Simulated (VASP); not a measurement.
Method: PBE GGA, VASP's PBE PAW potentials (set 64) (plane waves; VASP).

VASP input:

INCAR:
```
! general
SYSTEM =Ga2O3
PREC   =Accurate
ENCUT  =240
LREAL  =F   ! projection in real space or not
LASPH  =T   ! aspherical one-centre terms

! electronic loop
EDIFF  =1E-6   ! SCF stop (eV)
NELM   =100   ! most electronic steps
ALGO   =Normal
LMAXMIX=4   ! l cut-off of mixed one-centre charges

! smearing
ISMEAR =0   ! Gaussian
SIGMA  =0.01

! functional
GGA    =PE   ! PBE

! ions
ISIF   =2   ! forces and stress, cell fixed

! output
LWAVE  =F
LCHARG =F
```

KPOINTS:
```
Automatic mesh
0
Gamma
7 7 4
0 0 0
```

POSCAR:
```
Ga2O3
1
    6.0699050000    -1.5063320000     0.0000000000
    6.0699050000     1.5063320000     0.0000000000
   -1.3682730000     0.0000000000     5.5856310000
Ga O
4 6
Direct
  0.3411600000   0.3411600000   0.6852700000
  0.6588400000   0.6588400000   0.3147300000
  0.9095300000   0.9095300000   0.2052100000
  0.0904700000   0.0904700000   0.7947900000
  0.5035300000   0.5035300000   0.7433400000
  0.4964700000   0.4964700000   0.2566600000
  0.8266300000   0.8266300000   0.4367700000
  0.1733700000   0.1733700000   0.5632300000
  0.1645000000   0.1645000000   0.1091500000
  0.8355000000   0.8355000000   0.8908500000
```

POTCAR, in this order: Ga_d O (PBE.64 set). Program: vasp_std.

Task: What will the output report for the number of irreducible k-points (NKPTS), largest plane-wave count, number of space-group operations, FFT grid (NGX, NGY, NGZ)?

Result: 
```yaml
number of irreducible k-points (NKPTS): 60
largest_plane_wave_count: 882
number_of_space_group_operations: 4
FFT grid (NGX, NGY, NGZ): 32 × 32 × 30
```

The structure comes from a computed database's Ga2O3 entry; how it stands against other phases isn't given here. The cell was not relaxed at this level, and its volume differs by -4.4 % from the start's. The run is one of a series of settings (ENCUT = 240 against the base run), some of them coarse on purpose.
